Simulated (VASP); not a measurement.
The system is BPd4.

```
Pd B
1.0
     2.89203    0.00000    0.00000
     0.00000    4.36501    0.00000
     0.00000    0.00000    5.85632
Pd B
4 1
Direct
  0.50000 0.00000 0.19758
  0.00000 0.00000 0.61947
  0.00000 0.50000 0.32916
  0.50000 0.50000 0.86756
  0.50000 0.00000 0.86323
```

The cell comes from a database or a generator and needn't be the stable form of this composition.

Base run:

```yaml
Program: VASP 6.6.1
Functional: SCAN
Potentials_or_basis: VASP PAW PBE potentials, release 64 (Pd, B)
Cutoff: 520 eV
k_mesh: 7 × 5 × 4
Occupations: fermi-dirac, width 0.05 eV
Spin: no spin polarisation
```

Its results: pressure -6.7 GPa; largest force 0.326 eV/Å.

Task: The run is repeated on the same cell with these changes: functional from SCAN to r2SCAN. What comes out?

Result: Pressure -4.0 GPa; largest force 0.242 eV/Å.

Caveats: the PAW data sets were made with another functional, which shifts forces and pressure a little.

Not every run made on this cell is shown here.
